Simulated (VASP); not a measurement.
Level of theory: LDA (Ceperley-Alder, Perdew-Zunger) with spin-orbit coupling, VASP's LDA PAW potentials (set 64) (plane waves; VASP).

The input files of a VASP run:

**KPOINTS_OPT**
```
k-points along high-symmetry lines
8
Line-mode
Reciprocal
  0.000000   0.000000   0.000000 ! GAMMA
  0.500000   0.000000   0.500000 ! X

  0.500000   0.000000   0.500000 ! X
  0.625000   0.250000   0.625000 ! U

  0.375000   0.375000   0.750000 ! K
  0.000000   0.000000   0.000000 ! GAMMA

  0.000000   0.000000   0.000000 ! GAMMA
  0.500000   0.500000   0.500000 ! L

  0.500000   0.500000   0.500000 ! L
  0.500000   0.250000   0.750000 ! W

  0.500000   0.250000   0.750000 ! W
  0.500000   0.000000   0.500000 ! X
```

**POSCAR**
```
SnTe
1
    0.0000000000     3.1173157275     3.1173157275
    3.1173157275     0.0000000000     3.1173157275
    3.1173157275     3.1173157275     0.0000000000
Sn Te
1 1
Direct
  0.0000000000   0.0000000000   0.0000000000
  0.5000000000   0.5000000000   0.5000000000
```

**KPOINTS**
```
Automatic mesh
0
Gamma
7 7 7
0 0 0
```

**INCAR**
```
! general
SYSTEM     = SnTe
PREC       = Accurate
ENCUT      = 400   ! plane-wave cut-off (eV)
LREAL      = .FALSE.
LASPH      = .TRUE.   ! aspherical one-centre terms

! electronic loop
EDIFF      = 1E-6   ! SCF stop (eV)
NELM       = 100   ! most electronic steps
ALGO       = Normal
LMAXMIX    = 4   ! l cut-off of mixed one-centre charges

! smearing
ISMEAR     = 0   ! Gaussian
SIGMA      = 0.05

! functional
GGA_COMPAT = .FALSE.

! spin
MAGMOM     = 6*0
LSORBIT    = .TRUE.

! output
LWAVE      = .FALSE.
LCHARG     = .FALSE.
```

POTCAR, in this order: Sn_d Te (LDA.64 set). Program: vasp_ncl.

Output

File OSZICAR:
```
       N       E                     dE             d eps       ncg     rms          rms(c)
DAV:   1     0.156859379392E+03    0.15686E+03   -0.80317E+03  1132   0.144E+03
DAV:   2     0.118088873513E+02   -0.14505E+03   -0.14148E+03  1152   0.404E+02
DAV:   3    -0.809502342554E+01   -0.19904E+02   -0.19416E+02  1348   0.139E+02
DAV:   4    -0.901331354430E+01   -0.91829E+00   -0.91443E+00  1308   0.318E+01
DAV:   5    -0.904766889683E+01   -0.34355E-01   -0.34351E-01  1584   0.620E+00    0.570E+00
DAV:   6    -0.899813211587E+01    0.49537E-01   -0.94148E-02  1428   0.283E+00    0.372E+00
DAV:   7    -0.899407579927E+01    0.40563E-02   -0.29639E-02  1364   0.102E+00    0.189E+00
DAV:   8    -0.899376399665E+01    0.31180E-03   -0.13639E-03  1428   0.290E-01    0.369E-01
DAV:   9    -0.899341227511E+01    0.35172E-03   -0.11214E-03  1472   0.330E-01    0.111E-01
DAV:  10    -0.899342740649E+01   -0.15131E-04   -0.14548E-04  1192   0.786E-02    0.296E-02
DAV:  11    -0.899342808158E+01   -0.67509E-06   -0.46415E-06  1324   0.212E-02
   1 F= -.89934281E+01 E0= -.89934281E+01  d E =-.118417E-10  mag=    -0.0000     0.0000    -0.0000
       N       E                     dE             ncg
       N       E                     dE             ncg
       N       E                     dE             ncg
```

File OUTCAR:
```
------------------------ aborting loop because EDIFF is reached ----------------------------------------
  FORCE on cell =-STRESS in cart. coord.  units (eV):
  Direction    XX          YY          ZZ          XY          YZ          ZX
  --------------------------------------------------------------------------------------
  Total       -0.0019858     -0.0019858     -0.0019858      0.0000000     -0.0000000     -0.0000000
  in kB       -0.0525130     -0.0525130     -0.0525130      0.0000000     -0.0000000     -0.0000000
  external PRESSURE =      -0.0525130 kB  Pullay stress =       0.0000000 kB
  volume of cell :       60.59
      direct lattice vectors                 reciprocal lattice vectors
     0.000000000  3.117315727  3.117315727    -0.160394405  0.160394405  0.160394405
     3.117315727  0.000000000  3.117315727     0.160394405 -0.160394405  0.160394405
     3.117315727  3.117315727  0.000000000     0.160394405  0.160394405 -0.160394405
 POSITION                                       TOTAL-FORCE (eV/Angst)
 -----------------------------------------------------------------------------------
      0.00000      0.00000      0.00000        -0.000000      0.000000     -0.000000
      3.11732      3.11732      3.11732         0.000000     -0.000000      0.000000
 -----------------------------------------------------------------------------------
    total drift:                               -0.000000      0.000000      0.000000
  FREE ENERGIE OF THE ION-ELECTRON SYSTEM (eV)
  ---------------------------------------------------
  free  energy   TOTEN  =        -8.9934280816 eV

  energy  without entropy=       -8.9934280816  energy(sigma->0) =       -8.99342808

 Ion:    1  E_soc:     -0.1030189

 Ion:    2  E_soc:     -0.2116406
```
(Selected blocks of OUTCAR.)

The compound is SnTe in the rock salt structure, which distorts at low temperature. It was relaxed first.
